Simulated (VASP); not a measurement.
OSZICAR of a VASP run on TiC (rock salt):

OSZICAR:
```
       N       E                     dE             d eps       ncg     rms          rms(c)
DAV:   1     0.118802095582E+03    0.11880E+03   -0.84524E+03  2024   0.160E+03
DAV:   2    -0.147033405213E+02   -0.13351E+03   -0.12718E+03  2088   0.381E+02
DAV:   3    -0.246464002307E+02   -0.99431E+01   -0.95730E+01  2636   0.986E+01
DAV:   4    -0.251451079016E+02   -0.49871E+00   -0.49782E+00  2656   0.210E+01
DAV:   5    -0.251635113591E+02   -0.18403E-01   -0.18402E-01  2708   0.345E+00    0.194E+01
DAV:   6    -0.203618184307E+02    0.48017E+01   -0.29437E+01  2392   0.702E+01    0.675E+00
DAV:   7    -0.198401500663E+02    0.52167E+00   -0.39832E+00  2352   0.262E+01    0.517E+00
DAV:   8    -0.198002216615E+02    0.39928E-01   -0.19840E-01  2156   0.639E+00    0.217E+00
DAV:   9    -0.198070770135E+02   -0.68554E-02   -0.79803E-02  2324   0.307E+00    0.915E-01
DAV:  10    -0.198026220419E+02    0.44550E-02   -0.17292E-02  2448   0.208E+00    0.398E-01
DAV:  11    -0.198021576379E+02    0.46440E-03   -0.37457E-03  2324   0.812E-01    0.904E-02
DAV:  12    -0.198020614818E+02    0.96156E-04   -0.37511E-04  2160   0.316E-01    0.262E-02
DAV:  13    -0.198020464457E+02    0.15036E-04   -0.38350E-05  2832   0.981E-02    0.540E-03
DAV:  14    -0.198020463683E+02    0.77453E-07   -0.10330E-06  1480   0.131E-02
   1 F= -.19802046E+02 E0= -.19801937E+02  d E =-.198020E+02
```

Question: Which electronic solver shows in the log?

Answer: It is blocked Davidson (ALGO = Normal, or the opening steps of other solvers). The INCAR had ALGO = Normal.

Question: Can the final energy be trusted as converged?

Answer: The run converged. It stopped with EDIFF = 1E-6, NELM = 100, NSW = 60 and EDIFFG = -0.01 after 1 ionic step (PBEsol GGA, plane waves, VASP's PBE PAW potentials (set 64)).

The compound is TiC in the rock salt structure. It was relaxed first. The start is the result of an earlier pass.
